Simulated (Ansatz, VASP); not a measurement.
SrTl2Pd2: VASP beside Ansatz

```xyz
5
Lattice="-2.3046 2.3046 6.0074 2.3046 -2.3046 6.0074 2.3046 2.3046 -6.0074" Properties=species:S:1:pos:R:3 pbc="T T T"
Sr    0.0000    0.0000    0.0000
Tl    2.3046    0.0000    3.0037
Tl    0.0000    2.3046    3.0037
Pd    0.0000    0.0000    7.3283
Pd    0.0000    0.0000    4.6864
```

Alike in both runs: functional PBE; k mesh 6 × 6 × 6; occupations gaussian, width 0.1 eV; no spin polarisation.

Ansatz relaxed the structure, and its values are those at the end. VASP's run is a single point on that final structure, the one shown.

|  | VASP | Ansatz |
| --- | --- | --- |
| version | VASP 6.6.1 | Ansatz 0.2.0 |
| potentials or method | VASP PAW PBE potentials, release 64 (Sr_sv, Tl_d, Pd) | scalar-relativistic, plane waves, PAW |
| plane-wave cutoff (eV) | 520 | 420 |
| valence electrons in the cell | 56 | 72 |

|  | VASP | Ansatz | Ansatz less VASP |
| --- | --- | --- | --- |
| gap on the k mesh at the Fermi level (eV) | none | none | - |
| pressure (GPa) | 0.0 | 0.0 | 0.00 |
| rms of the force components (eV/Å) | 0.006 | 0.011 | +0.0051 |

A gap of «none» marks a metal or a gap that the smearing closes. The two sets of potentials don't hold the same shells in valence.

Spin-orbit coupling is left out, which matters for the levels of Tl.
